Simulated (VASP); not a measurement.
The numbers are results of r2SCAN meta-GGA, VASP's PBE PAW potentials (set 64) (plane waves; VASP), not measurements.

The input files of a VASP run:

INCAR:
```
! general
SYSTEM   =  Ge
PREC     =  Normal
ENCUT    =  400
LREAL    =  .False.
LASPH    =  .True.

! electronic loop
EDIFF    =  1E-5
NELM     =  100
NELMIN   =  4
ALGO     =  Normal
LMAXMIX  =  4
LMIXTAU  =  .True.

! smearing
ISMEAR   =  0
SIGMA    =  0.05

! functional
METAGGA  =  R2SCAN

! ions
IBRION   =  2
NSW      =  20
ISIF     =  2
EDIFFG   =  -0.03

! output
LWAVE    =  .False.
LCHARG   =  .False.
```

POSCAR:
```
Ge
1
   -0.0000000000     2.8341704355     2.8341704355
    2.8341704355    -0.0000000000     2.8341704355
    2.8341704355     2.8341704355    -0.0000000000
Ge
2
Direct
  0.5000000000   0.5000000000   0.5000000000
  0.7500000000   0.7500000000   0.7500000000
```

KPOINTS:
```
Automatic mesh
0
Gamma
9 9 9
0 0 0
```

POTCAR, in this order: Ge_d (PBE.64 set). Program: vasp_std.

What VASP printed:

### OSZICAR
```
       N       E                     dE             d eps       ncg     rms          rms(c)
DAV:   1     0.135931140230E+03    0.13593E+03   -0.14165E+04  1290   0.382E+03
DAV:   2    -0.109234872721E+02   -0.14685E+03   -0.14498E+03  1286   0.489E+02
DAV:   3    -0.298759049324E+02   -0.18952E+02   -0.18853E+02  1406   0.142E+02
DAV:   4    -0.304255777907E+02   -0.54967E+00   -0.54901E+00  1430   0.284E+01
DAV:   5    -0.304351761799E+02   -0.95984E-02   -0.95968E-02  1404   0.380E+00    0.335E+00
DAV:   6    -0.277315132781E+02    0.27037E+01   -0.36646E-01  1534   0.115E+01    0.195E+00
DAV:   7    -0.279486911513E+02   -0.21718E+00   -0.38522E-01  1582   0.910E+00    0.331E-01
DAV:   8    -0.277431598507E+02    0.20553E+00   -0.13807E-01  1372   0.521E+00    0.131E-01
DAV:   9    -0.277346708794E+02    0.84890E-02   -0.31788E-03  1364   0.651E-01    0.124E-01
DAV:  10    -0.277334220990E+02    0.12488E-02   -0.33835E-04  1522   0.293E-01    0.150E-01
DAV:  11    -0.277336435686E+02   -0.22147E-03   -0.88097E-03  1612   0.164E+00    0.548E-02
DAV:  12    -0.277354742477E+02   -0.18307E-02   -0.49764E-04  1302   0.241E-01    0.566E-02
DAV:  13    -0.277356246338E+02   -0.15039E-03   -0.18354E-05  1086   0.398E-02    0.504E-02
DAV:  14    -0.277361036736E+02   -0.47904E-03   -0.18513E-04   994   0.113E-01    0.888E-03
DAV:  15    -0.277361139197E+02   -0.10246E-04   -0.37653E-05  1260   0.712E-02    0.187E-02
DAV:  16    -0.277361159189E+02   -0.19992E-05   -0.32362E-06   644   0.181E-02
   1 F= -.27736116E+02 E0= -.27736116E+02  d E =-.277361E+02
```

File OUTCAR:
```
------------------------ aborting loop because EDIFF is reached ----------------------------------------
  FORCE on cell =-STRESS in cart. coord.  units (eV):
  Direction    XX          YY          ZZ          XY          YZ          ZX
  --------------------------------------------------------------------------------------
  Total        0.0661440      0.0661440      0.0661440      0.0000000     -0.0000000     -0.0000000
  in kB        2.3275201      2.3275201      2.3275201      0.0000000     -0.0000000     -0.0000000
  external PRESSURE =       2.3275201 kB  Pullay stress =       0.0000000 kB
  volume of cell :       45.53
      direct lattice vectors                 reciprocal lattice vectors
     0.000000000  2.834170435  2.834170435    -0.176418466  0.176418466  0.176418466
     2.834170435  0.000000000  2.834170435     0.176418466 -0.176418466  0.176418466
     2.834170435  2.834170435  0.000000000     0.176418466  0.176418466 -0.176418466
 POSITION                                       TOTAL-FORCE (eV/Angst)
 -----------------------------------------------------------------------------------
      2.83417      2.83417      2.83417        -0.000000     -0.000000     -0.000000
      4.25126      4.25126      4.25126         0.000000      0.000000      0.000000
 -----------------------------------------------------------------------------------
    total drift:                               -0.000000     -0.000000      0.000000
  FREE ENERGIE OF THE ION-ELECTRON SYSTEM (eV)
  ---------------------------------------------------
  free  energy   TOTEN  =       -27.7361159189 eV

  energy  without entropy=      -27.7361159183  energy(sigma->0) =      -27.73611592

 reached required accuracy - stopping structural energy minimisation
```
(Selected blocks of OUTCAR.)

The compound is Ge in the diamond structure. It was relaxed first.
